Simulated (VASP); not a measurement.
Data:

```cif
data_AlNi
_chemical_formula_sum 'Al1 Ni1'
_space_group_name_H-M_alt 'P 1'
_space_group_IT_number 1
_cell_length_a 2.91022
_cell_length_b 2.91022
_cell_length_c 2.91022
_cell_angle_alpha 90.000
_cell_angle_beta 90.000
_cell_angle_gamma 90.000
loop_
_space_group_symop_operation_xyz
  'x, y, z'
loop_
_atom_site_label
_atom_site_type_symbol
_atom_site_fract_x
_atom_site_fract_y
_atom_site_fract_z
_atom_site_occupancy
Al1 Al 0.50000 0.50000 0.50000 1
Ni1 Ni 0.00000 0.00000 0.00000 1
```

These are revPBE GGA, VASP's PBE PAW potentials (set 64) (plane waves; VASP) values and carry that method's errors. Settings: 520 eV cut-off, 12×12×12 Γ-centred mesh, first-order Methfessel-Paxton smearing of 0.10 eV, potentials Al Ni.

### Question
Give the energy at these volumes per atom, relative to the lowest: 11.60, 11.97, 12.34, 12.71, 13.08 Å³.

### Answer
22.6, 5.2, 0.0, 5.3, 19.5 meV/atom. A third-order Birch-Murnaghan fit gives B0 = 151 GPa and B0′ = 4.4.

Measured: bulk modulus 156 GPa (computed value off by -3.2 %), as given by Yamada et al., (2019), arXiv:1910.09660; a 2.882 Å at 0 K (computed value off by +1.0 %), as given by H. Levämäki et al., Physical Review B (2014), arXiv:1402.3671 [extrapolated to 0 K, zero-point anharmonic expansion removed (Haas, Tran, Blaha 2009)]. The calculation is for a static lattice, while the measured bulk modulus holds thermal and zero-point effects, which are part of the difference.

The compound is NiAl in the CsCl type structure. It was relaxed first. The run is not spin-polarised, so no magnetic state was tried.
